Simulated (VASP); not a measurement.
# BiSbS4 (P-3m1) in VASP: further runs

One crystal, BiSbS4, is run at these levels: PBE; tasks: relaxation of cell and atoms.

All numbers are computed with VASP 6.6.1; they aren't measurements. Logs are shortened: lines on timing, memory, paths and dates and some standing lists are left out, and cuts for length are marked.

## 1. The structure

It takes space group P-3m1 (No. 164, trigonal). The conventional cell has a = 3.922 Å, b = 3.922 Å, c = 10.439 Å, α = 90.00°, β = 90.00°, γ = 120.00°. Sb (site symmetry -3m) is surrounded by 6 S at 2.70 Å. Bi (site symmetry -3m) is surrounded by 6 S at 2.79 Å. S (site symmetry 3m) is surrounded by 3 Sb at 2.70 Å and 3 S at 3.10 Å. Around S (site symmetry 3m) lie 3 Bi at 2.79 Å and 3 S at 3.10 Å.

The cell was built by a generator and needn't be a form met in nature.

## 2. Relaxation of cell and atoms, PBE

File INCAR:

```
PREC     = Accurate       # precision mode
ENCUT    = 520            # plane-wave cutoff, eV
EDIFF    = 1E-6           # SCF threshold, eV
ISMEAR   = 0              # smearing method
SIGMA    = 0.1            # smearing width, eV
LREAL    = False          # projectors in reciprocal space
LASPH    = True           # aspherical terms in the spheres
NELM     = 120            # most SCF steps
ALGO     = Normal         # electronic algorithm
ISIF     = 3              # what is computed and relaxed
LWAVE    = False          # write WAVECAR
LCHARG   = False          # write CHGCAR
GGA      = PE             # functional
IBRION   = 2              # ionic algorithm
NSW      = 90             # ionic steps
EDIFFG   = -0.01          # ionic threshold
KPAR     = 4
```

File KPOINTS:

```
Automatic mesh
0
Gamma
  10 10 4
```

File POSCAR:

```
BiSbS4
1.0
    3.9221941500      0.0000000000      0.0000000000
   -1.9610970800      3.3967197700      0.0000000000
    0.0000000000      0.0000000000     10.4390000000
Sb Bi S
1 1 4
Direct
    0.0000000000      0.0000000000      0.5000000000
    0.0000000000      0.0000000000      0.0000000000
    0.6666666700      0.3333333300      0.6409617800
    0.6666666700      0.3333333300      0.1555704600
    0.3333333300      0.6666666700      0.8444295400
    0.3333333300      0.6666666700      0.3590382200
```

Potentials or basis: VASP PAW PBE potentials, release 64 (Sb, Bi_d, S).

Command:

```sh
> cat potpaw_PBE.64/Sb/POTCAR potpaw_PBE.64/Bi_d/POTCAR potpaw_PBE.64/S/POTCAR > POTCAR
> mpirun -np 4 vasp_std > vasp.out
```

OUTCAR:

```text
PREC = Accurate
   ENCUT = 520
   EDIFF = 1E-6
   ISMEAR = 0
   LREAL = False
   LASPH = True
   NELM = 120
   ISIF = 3
   GGA = PE
   IBRION = 2
   NSW = 90
   EDIFFG = -0.01

 ion  position               nearest neighbor table
   1  0.000  0.000  0.500-   3 2.70   6 2.70   3 2.70   6 2.70   3 2.70   6 2.70
   2  0.000  0.000  0.000-   4 2.79   5 2.79   4 2.79   5 2.79   4 2.79   5 2.79
   3  0.667  0.333  0.641-   1 2.70   1 2.70   1 2.70
   4  0.667  0.333  0.156-   2 2.79   2 2.79   2 2.79
   5  0.333  0.667  0.844-   2 2.79   2 2.79   2 2.79
   6  0.333  0.667  0.359-   1 2.70   1 2.70   1 2.70

  LATTYP: Found a hexagonal cell.
 ALAT       =     3.9221941500
 C/A-ratio  =     2.6615204655

  Lattice vectors:

 A1 = (   3.9221941500,   0.0000000000,   0.0000000000)
 A2 = (  -1.9610970800,   3.3967197700,   0.0000000000)
 A3 = (   0.0000000000,   0.0000000000,  10.4390000000)

Analysis of symmetry for initial positions (statically):
=====================================================================
 Subroutine PRICEL returns:
 Original cell was already a primitive cell.

 Routine SETGRP: Setting up the symmetry group for a
 hexagonal supercell.

 Subroutine GETGRP returns: Found 12 space group operations
 (whereof 12 operations were pure point group operations)
 out of a pool of 24 trial point group operations.

The static configuration has the point symmetry D_3d.

Analysis of symmetry for dynamics (positions and initial velocities):
=====================================================================
 Subroutine PRICEL returns:
 Original cell was already a primitive cell.

 Routine SETGRP: Setting up the symmetry group for a
 hexagonal supercell.

 Subroutine GETGRP returns: Found 12 space group operations
 (whereof 12 operations were pure point group operations)
 out of a pool of 24 trial point group operations.

The dynamic configuration has the point symmetry D_3d.

 Subroutine INISYM returns: Found 12 space group operations
 (whereof 12 operations are pure point group operations),
 and found     1 'primitive' translations

----------------------------------------------------------------------------------------

                                     Primitive cell

  volume of cell :     139.0746

  direct lattice vectors                    reciprocal lattice vectors
     3.922194150  0.000000000  0.000000000     0.254959332  0.147200839  0.000000000
    -1.961097080  3.396719770  0.000000000     0.000000000  0.294401678  0.000000000
     0.000000000  0.000000000 10.439000000     0.000000000  0.000000000  0.095794616

  length of vectors
     3.922194150  3.922194150 10.439000000     0.294401678  0.294401678  0.095794616

  position of ions in fractional coordinates (direct lattice)
     0.000000000  0.000000000  0.500000000
     0.000000000  0.000000000  0.000000000
     0.666666670  0.333333330  0.640961780
     0.666666670  0.333333330  0.155570460
     0.333333330  0.666666670  0.844429540
     0.333333330  0.666666670  0.359038220

  ion indices of the primitive-cell ions
   primitive index   ion index
                 1           1
                 2           2
                 3           3
                 4           4
                 5           5
                 6           6

----------------------------------------------------------------------------------------

 KPOINTS: Automatic mesh

Automatic generation of k-mesh.
 Grid dimensions read from file:
 generate k-points for:   10   10    4

 Generating k-lattice:

  Cartesian coordinates                     Fractional coordinates (reciprocal lattice)
     0.025495933  0.014720084  0.000000000     0.100000000 -0.000000000  0.000000000
     0.000000000  0.029440168  0.000000000     0.000000000  0.100000000  0.000000000
     0.000000000  0.000000000  0.023948654     0.000000000  0.000000000  0.250000000

  Length of vectors
     0.029440168  0.029440168  0.023948654

  Shift w.r.t. Gamma in fractional coordinates (k-lattice)
     0.000000000  0.000000000  0.000000000

 Subroutine IBZKPT returns following result:
 ===========================================

 Found     50 irreducible k-points:

 Following reciprocal coordinates:
            Coordinates               Weight
  0.000000  0.000000  0.000000      1.000000
  0.100000 -0.000000  0.000000      6.000000
  0.200000 -0.000000  0.000000      6.000000
  0.300000 -0.000000  0.000000      6.000000
  0.400000  0.000000  0.000000      6.000000
  0.500000 -0.000000  0.000000      3.000000
[... 16 lines left out ...]
  0.000000  0.400000  0.250000      6.000000
  0.500000 -0.000000  0.250000      6.000000
 [... further k-points ...]
   k-points           NKPTS =     50   k-points in BZ     NKDIM =     50   number of bands    NBANDS=     26
   number of dos      NEDOS =    301   number of ions     NIONS =      6
   total plane-waves  NPLWV =  72000
   dimension x,y,z NGX =    30 NGY =   30 NGZ =   80
   dimension x,y,z NGXF=    60 NGYF=   60 NGZF=  160
   ions per type =               1   1   4
   NGX,Y,Z   is equivalent  to a cutoff of  12.72, 12.72, 12.74 a.u.
   NGXF,Y,Z  is equivalent  to a cutoff of  25.43, 25.43, 25.48 a.u.
 SYSTEM =  unknown system
   PREC   = accura    normal or accurate (medium, high low for compatibility)
   ISTART =      0    job   : 0-new  1-cont  2-samecut
   ICHARG =      2    charge: 1-file 2-atom 10-const
   ISPIN  =      1    spin polarized calculation?
   LNONCOLLINEAR =      F non collinear calculations
   LSORBIT =      F    spin-orbit coupling
   LASPH  =      T    aspherical Exc in radial PAW
   ENCUT  =  520.0 eV  38.22 Ry    6.18 a.u.   7.29  7.29 19.41*2*pi/ulx,y,z
   NELM   =    120;   NELMIN=  2; NELMDL= -5     # of ELM steps
   EDIFF  = 0.1E-05   stopping-criterion for ELM
   LREAL  =      F    real-space projection
   EDIFFG = -.1E-01   stopping-criterion for IOM
   NSW    =     90    number of steps for IOM
   IBRION =      2    ionic relax: 0-MD 1-quasi-New 2-CG
   NFREE  =      1    steps in history (QN), initial steepest desc. (CG)
   ISIF   =      3    stress and relaxation
   ISYM   =      2    0-nonsym 1-usesym 2-fastsym
   POTIM  = 0.5000    time-step for ionic-motion
   TEBEG  =    0.0;   TEEND  =   0.0 temperature during run
   PSTRESS=    0.0 pullay stress
   NELECT =      44.0000    total number of electrons
   NUPDOWN=      -1.0000    fix difference up-down
   EMIN   =  10.00;   EMAX   =-10.00  energy-range for DOS
   EFERMI =   0.00;   METHOD = LEGACY
   ISMEAR =     0;   SIGMA  =   0.10  broadening in eV -4-tet -1-fermi 0-gaus
   EFERMI_NEDOS =   21; number of points for ismear=-14 and -15
   IALGO  =     38    algorithm
   IMIX   =      4    mixing-type and parameters
     AMIX     =   0.40;   BMIX     =  1.00
     AMIX_MAG =   1.60;   BMIX_MAG =  1.00
  volume/ion in A,a.u.               =      23.18       156.42
  Fermi-wavevector in a.u.,A,eV,Ry     =   1.115518  2.108023 16.930816  1.244380
  Thomas-Fermi vector in A             =   2.252123
   LORBIT       =      0    0 simple, 1 ext, 2 COOP (PROOUT), +10 PAW based schemes
   GGA     = PE    functional components
   LHFCALC =     F    Hartree Fock is set to
   AEXX    =    0.0000 exact exchange contribution
   IVDW    =     0    specifies the selected vdW correction
   LEPSILON=     F    determine dielectric tensor
   LRPA    =     F    only Hartree local field effects (RPA)
 conjugate gradient relaxation of ions
 non-spin polarized calculation
 Gauss-broadening in eV      SIGMA  =   0.10
  energy-cutoff  :      520.00
  volume of cell :      139.07
 maximum number of plane-waves:      3801
 NGX is ok and might be reduce to    30
   NGX = 15   NGY = 15   NGZ = 39

--------------------------------------- Ionic step        1  -------------------------------------------

 number of electron      44.0000000 magnetization

 Free energy of the ion-electron system (eV)
  ---------------------------------------------------
  ext. energy  EPLUGINS =         0.00000000
  ---------------------------------------------------
  free energy    TOTEN  =       -24.67553002 eV

  energy without entropy =      -24.65300218  energy(sigma->0) =      -24.66426610

------------------------ aborting loop because EDIFF is reached ----------------------------------------

  FORCE on cell =-STRESS in cart. coord.  units (eV):
  Direction    XX          YY          ZZ          XY          YZ          ZX
  --------------------------------------------------------------------------------------
  -------------------------------------------------------------------------------------
  Total        0.4558231      0.4558231      0.9518499     -0.0000000      0.0000000      0.0000000
  in kB        5.2512080      5.2512080     10.9655735     -0.0000000      0.0000000      0.0000000
  external PRESSURE =       7.1559965 kB  Pullay stress =       0.0000000 kB
[... 101 lines left out ...]
  FREE ENERGIE OF THE ION-ELECTRON SYSTEM (eV)
  ---------------------------------------------------
  free  energy   TOTEN  =       -24.6799737488 eV

  energy  without entropy=      -24.6566208196  energy(sigma->0) =      -24.66829728

 E-fermi :   4.3071     XC(G=0):  -9.0985

 val. band max:        4.2956047573   @ k =   0.3000   0.2000   0.5000
 cond. band min:       4.3171712657   @ k =   0.3000   0.1000   0.5000
 fundamental gap:      0.0215665085
 Fermi energy:         4.3071494001

 k-point     1 :       0.0000    0.0000    0.0000
  band No.  band energies     occupation
      1     -18.3677      2.00000
      2     -18.3676      2.00000
      3     -18.3358      2.00000
      4     -18.3066      2.00000
      5     -18.3066      2.00000
      6     -10.2725      2.00000
[... 685 lines left out ...]
     25       7.3668      0.00000
     26       8.0935      0.00000

 [... further k-points ...]

[... ionic steps 4 to 38 ...]

--------------------------------------- Ionic step       39  -------------------------------------------

 number of electron      44.0000004 magnetization

------------------------ aborting loop because EDIFF is reached ----------------------------------------
[... 75 lines left out ...]
--------------------------------------- Ionic step       41  -------------------------------------------

 number of electron      44.0000003 magnetization

 Free energy of the ion-electron system (eV)
  ---------------------------------------------------
  ext. energy  EPLUGINS =         0.00000000
  ---------------------------------------------------
  free energy    TOTEN  =       -24.82032485 eV

  energy without entropy =      -24.79550686  energy(sigma->0) =      -24.80791586

 E-fermi :   3.8274     XC(G=0):  -8.8047

 val. band max:        3.8236649837   @ k =   0.3000   0.3000   0.5000
 cond. band min:       3.8322611292   @ k =  -0.2000   0.5000   0.2500
 fundamental gap:      0.0085961455
 Fermi energy:         3.8274335333

 k-point     1 :       0.0000    0.0000    0.0000
  band No.  band energies     occupation
      1     -18.8473      2.00000
      2     -18.8473      2.00000
      3     -18.8175      2.00000
      4     -18.7887      2.00000
      5     -18.7887      2.00000
      6     -10.7570      2.00000
[... 685 lines left out ...]
     25       6.8970      0.00000
     26       7.6685      0.00000

 [... further k-points ...]

------------------------ aborting loop because EDIFF is reached ----------------------------------------

  FORCE on cell =-STRESS in cart. coord.  units (eV):
  Direction    XX          YY          ZZ          XY          YZ          ZX
  --------------------------------------------------------------------------------------
  -------------------------------------------------------------------------------------
  Total        0.0500992      0.0500992      0.0235182     -0.0000000     -0.0000000      0.0000000
  in kB        0.4895435      0.4895435      0.2298074     -0.0000000     -0.0000000      0.0000000
  external PRESSURE =       0.4029648 kB  Pullay stress =       0.0000000 kB
[... 21 lines left out ...]
  FREE ENERGIE OF THE ION-ELECTRON SYSTEM (eV)
  ---------------------------------------------------
  free  energy   TOTEN  =       -24.8203248518 eV

  energy  without entropy=      -24.7955068646  energy(sigma->0) =      -24.80791586

 reached required accuracy - stopping structural energy minimisation
```

Run time: 17 min. Hardware: 4 MPI ranks of Intel Xeon 6975P-C (Granite Rapids), shared host; peak memory 0.39 GiB.

What came out:

```yaml
Free_energy: -24.8203 eV
Relaxed_volume: 27.33 Å³/atom
Relaxed_cell: a = 3.812 Å, b = 3.812 Å, c = 13.030 Å, α = 90.00°, β = 90.00°, γ = 120.00°
Space_group_after_relaxing_to_0.05_Å: P-3m1 (No. 164)
Energy_gained_by_relaxing: 24.1 meV/atom
Ionic_steps: 41
Pressure_after_relaxing: 0.0 GPa
Largest_force_after_relaxing: 0.007 eV/Å
Band_gap_on_the_k_mesh: none (metal or under the smearing width)
```

Forces on the atoms (eV/Å):
```
Sb   0.000  0.000  0.000
Bi   0.000  0.000  0.000
S    0.000  0.000  0.007
S    0.000  0.000  0.003
S    0.000  0.000 -0.003
S    0.000  0.000 -0.007
```

The path:
```tsv
step	energy change (eV)	largest force (eV/Å)	pressure (GPa)	volume (Å³)
1	0.0000	0.0436	0.72	139.07
3	-0.0044	0.1163	-0.13	140.81
5	-0.0176	0.0832	-0.11	141.77
7	-0.0854	0.1155	0.40	145.72
9	-0.0960	0.3029	1.29	147.82
11	-0.1011	0.2794	1.14	148.79
13	-0.1125	0.2927	0.58	153.14
15	-0.1162	0.3048	0.39	154.18
17	-0.1302	0.2169	-0.56	156.88
19	-0.1357	0.0324	0.00	155.96
21	-0.1357	0.0243	0.01	155.91
23	-0.1367	0.0305	0.07	155.98
25	-0.1370	0.0544	0.13	156.04
27	-0.1379	0.0835	-0.03	156.91
29	-0.1383	0.1254	-0.27	158.28
31	-0.1393	0.1219	-0.28	158.92
33	-0.1424	0.1020	-0.25	161.46
35	-0.1446	0.0158	0.05	164.05
37	-0.1445	0.0211	0.15	163.69
39	-0.1446	0.0108	0.09	163.91
41	-0.1448	0.0072	0.04	163.96
```

Final structure:
```yaml
crystal:
  lattice:
    - [3.81181, 0.00000, 0.00000]
    - [-1.90590, 3.30112, 0.00000]
    - [0.00000, 0.00000, 13.03041]
  atoms:
    - { symbol: Sb, position: [0.00000, 0.00000, 0.50000] }
    - { symbol: Bi, position: [0.00000, 0.00000, 0.00000] }
    - { symbol: S, position: [0.66667, 0.33333, 0.61599] }
    - { symbol: S, position: [0.66667, 0.33333, 0.12612] }
    - { symbol: S, position: [0.33333, 0.66667, 0.87388] }
    - { symbol: S, position: [0.33333, 0.66667, 0.38401] }
```

Caveat: the volume moved by over 15 % at a fixed basis, so the end points are rough; spin-orbit coupling is left out, which moves the levels of the heavy elements; this functional lacks dispersion, which binds the layers, so the pressure and a relaxed spacing across them are unreliable, and here the layers came unbound.

(Part 1 of 2 ends here.)
